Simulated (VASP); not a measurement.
Output of a VASP run:

File OSZICAR:
```
       N       E                     dE             d eps       ncg     rms          rms(c)
DAV:   1     0.456499201937E+02    0.45650E+02   -0.53512E+03  1528   0.999E+02
DAV:   2    -0.501594288260E+00   -0.46152E+02   -0.45220E+02  1969   0.162E+02
DAV:   3    -0.144882032496E+01   -0.94723E+00   -0.93298E+00  1834   0.238E+01
DAV:   4    -0.146256380244E+01   -0.13743E-01   -0.13692E-01  2064   0.251E+00
DAV:   5    -0.146276578458E+01   -0.20198E-03   -0.20187E-03  1936   0.201E-01    0.821E+00
DAV:   6    -0.131444887282E+01    0.14832E+00   -0.15703E-01  2073   0.305E+00    0.433E+00
DAV:   7    -0.126198630428E+01    0.52463E-01   -0.14732E-01  2168   0.289E+00    0.384E-01
DAV:   8    -0.126133516637E+01    0.65114E-03   -0.25199E-03  2108   0.390E-01    0.668E-02
DAV:   9    -0.126132422002E+01    0.10946E-04   -0.35407E-05  1731   0.450E-02    0.168E-02
DAV:  10    -0.126131725358E+01    0.69664E-05   -0.45284E-06  2096   0.194E-02    0.847E-04
DAV:  11    -0.126131725862E+01   -0.50443E-08   -0.29537E-08   863   0.146E-03
   1 F= 0.21978495E+01 E0= 0.21980514E+01  d E =0.219785E+01
```

**OUTCAR**
```
------------------------ aborting loop because EDIFF is reached ----------------------------------------
  FORCE on cell =-STRESS in cart. coord.  units (eV):
  Direction    XX          YY          ZZ          XY          YZ          ZX
  --------------------------------------------------------------------------------------
  Total        3.4779889      3.4779889      3.4779889      0.0000000      0.0000000      0.0000000
  in kB      201.0882474    201.0882474    201.0882474      0.0000000      0.0000000      0.0000000
  external PRESSURE =       1.0882474 kB  Pullay stress =     200.0000000 kB
  volume of cell :       27.71
      direct lattice vectors                 reciprocal lattice vectors
    -1.906326843  1.906326843  1.906326843     0.000000000  0.262284509  0.262284509
     1.906326843 -1.906326843  1.906326843     0.262284509  0.000000000  0.262284509
     1.906326843  1.906326843 -1.906326843     0.262284509  0.262284509  0.000000000
 POSITION                                       TOTAL-FORCE (eV/Angst)
 -----------------------------------------------------------------------------------
      0.00000      0.00000      0.00000        -0.000000     -0.000000      0.000000
 -----------------------------------------------------------------------------------
    total drift:                                0.000000     -0.000000      0.000000
  FREE ENERGIE OF THE ION-ELECTRON SYSTEM (eV)
  ---------------------------------------------------
  free  energy   TOTEN  =        -1.2613172586 eV

  energy  without entropy=       -1.2607114340  energy(sigma->0) =       -1.26111532
  enthalpy is  TOTEN    =         2.1978494653 eV   P V=        3.4591667240

 reached required accuracy - stopping structural energy minimisation
```
(Selected blocks of OUTCAR.)

File POSCAR:
```
Ba
1
   -1.9063268434     1.9063268434     1.9063268434
    1.9063268434    -1.9063268434     1.9063268434
    1.9063268434     1.9063268434    -1.9063268434
Ba
1
Direct
  0.0000000000   0.0000000000   1.0000000000
```

### Question
Reconstruct the remaining input files.

### Answer
Several could match; the one computed here: the input of the run itself, LDA (Ceperley-Alder, Perdew-Zunger), plane waves, VASP's LDA PAW potentials (set 64).

### INCAR
```
! general
SYSTEM   =  Ba
PREC     =  Accurate
ENCUT    =  500
LREAL    =  .FALSE.
LASPH    =  .TRUE.

! electronic loop
EDIFF    =  1E-6
NELM     =  100
ALGO     =  Normal
LMAXMIX  =  4

! smearing
ISMEAR   =  1
SIGMA    =  0.1

! ions
IBRION   =  2
NSW      =  40
ISIF     =  3
EDIFFG   =  -0.02
PSTRESS  =  200

! output
LWAVE    =  .FALSE.
LCHARG   =  .FALSE.
```

KPOINTS:
```
kpoints
0
gamma
13 13 13
```

POTCAR, in this order: Ba_sv (LDA.64 set). Program: vasp_std.

The compound is Ba in the bcc structure. It was relaxed first under an external pressure of 20 GPa.
